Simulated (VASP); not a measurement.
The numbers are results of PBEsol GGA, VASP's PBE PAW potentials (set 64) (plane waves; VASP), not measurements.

Input for VASP

File KPOINTS:
```
Automatic mesh
0
Gamma
6 6 6
0 0 0
```

INCAR:
```
LREAL = .False.
LMAXMIX = 6
LORBIT = 11   # lm-projected
LWAVE = .False.
SIGMA = 0.272
LCHARG = .False.
NELM = 100   # most electronic steps
SYSTEM = EuN
MAGMOM = 7.0 0.0
ISMEAR = 0
PREC = Accurate
ISIF = 2
GGA = PS   # PBEsol
ISPIN = 2   # spin-polarised
EDIFF = 1E-6   # SCF stop (eV)
ALGO = Normal
ENCUT = 400   # plane-wave cut-off (eV)
LASPH = .True.   # aspherical one-centre terms
```

File POSCAR:
```
EuN
1.0
  0.0000000000   2.5070000000   2.5070000000
  2.5070000000   0.0000000000   2.5070000000
  2.5070000000   2.5070000000   0.0000000000
Eu N
1 1
Cartesian
  0.0000000000   0.0000000000   0.0000000000
  2.5070000000   2.5070000000   2.5070000000
```

POTCAR, in this order: Eu N (PBE.64 set). Program: vasp_std.

Output of the run:

**OSZICAR**
```
       N       E                     dE             d eps       ncg     rms          rms(c)
DAV:   1     0.110798719373E+03    0.11080E+03   -0.72817E+03  1550   0.381E+03
DAV:   2    -0.614526012943E+01   -0.11694E+03   -0.10311E+03  1529   0.320E+02
DAV:   3    -0.214176526903E+02   -0.15272E+02   -0.14730E+02  1673   0.113E+02
DAV:   4    -0.236373799309E+02   -0.22197E+01   -0.21840E+01  2377   0.287E+01
DAV:   5    -0.237066281077E+02   -0.69248E-01   -0.69124E-01  2088   0.666E+00    0.371E+01
DAV:   6    -0.323386126386E+02   -0.86320E+01   -0.62133E+01  1774   0.169E+02    0.213E+02
DAV:   7    -0.235731680854E+02    0.87654E+01   -0.29359E+01  1929   0.683E+01    0.103E+02
DAV:   8    -0.216852996216E+02    0.18879E+01   -0.28797E+00  2213   0.462E+01    0.540E+01
DAV:   9    -0.235013764147E+02   -0.18161E+01   -0.16683E+01  1664   0.103E+02    0.547E+01
DAV:  10    -0.228416095527E+02    0.65977E+00   -0.55085E+00  2020   0.320E+01    0.933E+01
DAV:  11    -0.251180985924E+02   -0.22765E+01   -0.52461E+00  1805   0.357E+01    0.589E+01
DAV:  12    -0.256384246196E+02   -0.52033E+00   -0.15479E+01  1700   0.660E+01    0.727E+01
DAV:  13    -0.259668451814E+02   -0.32842E+00   -0.16015E+00  2258   0.169E+01    0.842E+01
DAV:  14    -0.266436119383E+02   -0.67677E+00   -0.15420E-01  2199   0.551E+00    0.904E+01
DAV:  15    -0.259468820436E+02    0.69673E+00   -0.50525E-02  1945   0.497E+00    0.866E+01
DAV:  16    -0.256458523832E+02    0.30103E+00   -0.10962E-01  1625   0.851E+00    0.882E+01
DAV:  17    -0.224472052601E+02    0.31986E+01   -0.85863E+00  1584   0.446E+01    0.530E+01
DAV:  18    -0.230734187273E+02   -0.62621E+00   -0.78943E-01  2035   0.224E+01    0.393E+01
DAV:  19    -0.230612957418E+02    0.12123E-01   -0.75067E-01  2008   0.147E+01    0.256E+01
DAV:  20    -0.224666319718E+02    0.59466E+00   -0.51257E-01  1786   0.181E+01    0.196E+01
DAV:  21    -0.226430003141E+02   -0.17637E+00   -0.19043E-01  1796   0.138E+01    0.191E+01
DAV:  22    -0.226285351424E+02    0.14465E-01   -0.18839E-02  2216   0.165E+00    0.193E+01
DAV:  23    -0.226134273636E+02    0.15108E-01   -0.27517E-03  2066   0.754E-01    0.183E+01
DAV:  24    -0.223975464351E+02    0.21588E+00   -0.77064E-02  1651   0.863E+00    0.129E+01
DAV:  25    -0.224164231488E+02   -0.18877E-01   -0.13982E-02  1986   0.104E+00    0.122E+01
DAV:  26    -0.224928765718E+02   -0.76453E-01   -0.89103E-03  1882   0.190E+00    0.110E+01
DAV:  27    -0.226129579576E+02   -0.12008E+00   -0.28535E-02  1957   0.368E+00    0.102E+01
DAV:  28    -0.226124441417E+02    0.51382E-03   -0.36213E-03  2252   0.874E-01    0.788E+00
DAV:  29    -0.226348360035E+02   -0.22392E-01   -0.31800E-03  1797   0.140E+00    0.662E+00
DAV:  30    -0.226428522897E+02   -0.80163E-02   -0.25318E-03  2060   0.676E-01    0.546E+00
DAV:  31    -0.226547133582E+02   -0.11861E-01   -0.52434E-03  1776   0.176E+00    0.336E+00
DAV:  32    -0.226556310009E+02   -0.91764E-03   -0.16339E-03  2340   0.629E-01    0.221E+00
DAV:  33    -0.226569514393E+02   -0.13204E-02   -0.57848E-04  2055   0.308E-01    0.177E+00
DAV:  34    -0.226572134196E+02   -0.26198E-03   -0.13911E-04  2269   0.122E-01    0.147E+00
DAV:  35    -0.226575256630E+02   -0.31224E-03   -0.18339E-04  1761   0.358E-01    0.850E-01
DAV:  36    -0.226575717028E+02   -0.46040E-04   -0.32313E-04  1972   0.433E-01    0.509E-01
DAV:  37    -0.226575454783E+02    0.26225E-04   -0.11288E-04  2104   0.136E-01    0.349E-01
DAV:  38    -0.226575400137E+02    0.54645E-05   -0.27483E-05  2005   0.862E-02    0.346E-01
DAV:  39    -0.226575953327E+02   -0.55319E-04   -0.51928E-05  1661   0.140E-01    0.227E-01
DAV:  40    -0.226575969811E+02   -0.16484E-05   -0.13907E-05  1986   0.667E-02    0.125E-01
DAV:  41    -0.226575973154E+02   -0.33432E-06   -0.35124E-06  1365   0.191E-02
   1 F= -.22657597E+02 E0= -.22599599E+02  d E =-.115996E+00  mag=     6.0005
```

OUTCAR:
```
------------------------ aborting loop because EDIFF is reached ----------------------------------------
  FORCE on cell =-STRESS in cart. coord.  units (eV):
  Direction    XX          YY          ZZ          XY          YZ          ZX
  --------------------------------------------------------------------------------------
  Total       -1.2623478     -1.2623478     -1.2623478     -0.0000000      0.0000000      0.0000000
  in kB      -64.1795431    -64.1795431    -64.1795431     -0.0000000      0.0000000      0.0000000
  external PRESSURE =     -64.1795431 kB  Pullay stress =       0.0000000 kB
  volume of cell :       31.51
      direct lattice vectors                 reciprocal lattice vectors
     0.000000000  2.507000000  2.507000000    -0.199441564  0.199441564  0.199441564
     2.507000000  0.000000000  2.507000000     0.199441564 -0.199441564  0.199441564
     2.507000000  2.507000000  0.000000000     0.199441564  0.199441564 -0.199441564
 POSITION                                       TOTAL-FORCE (eV/Angst)
 -----------------------------------------------------------------------------------
      0.00000      0.00000      0.00000        -0.000000     -0.000000     -0.000000
      2.50700      2.50700      2.50700         0.000000      0.000000      0.000000
 -----------------------------------------------------------------------------------
    total drift:                                0.000000     -0.000000     -0.000000
  FREE ENERGIE OF THE ION-ELECTRON SYSTEM (eV)
  ---------------------------------------------------
  free  energy   TOTEN  =       -22.6575973154 eV

  energy  without entropy=      -22.5416011978  energy(sigma->0) =      -22.59959926

 total charge

# of ion       s       p       d       f       tot
--------------------------------------------------
    1        2.049   5.731   0.580   6.274  14.634
    2        1.269   2.290   0.000   0.000   3.559
--------------------------------------------------
tot          3.318   8.021   0.580   6.274  18.192

 magnetization (x)

# of ion       s       p       d       f       tot
--------------------------------------------------
    1       -0.007  -0.093   0.101   6.140   6.141
    2       -0.015  -0.284   0.000   0.000  -0.300
--------------------------------------------------
tot         -0.022  -0.377   0.101   6.140   5.841
```
(Selected blocks of OUTCAR.)

At this cut-off the stress carries a Pulay error, which pulls relaxed volumes low. The moments were started parallel, and other spin orders were not tried in this run.

The structure comes from a measured EuN entry of the Crystallography Open Database, whose conditions weren't checked. The cell was not relaxed at this level. The k-mesh is coarse (spacing up to 0.36 per Å, 2π included), so the numbers may not be converged in it.
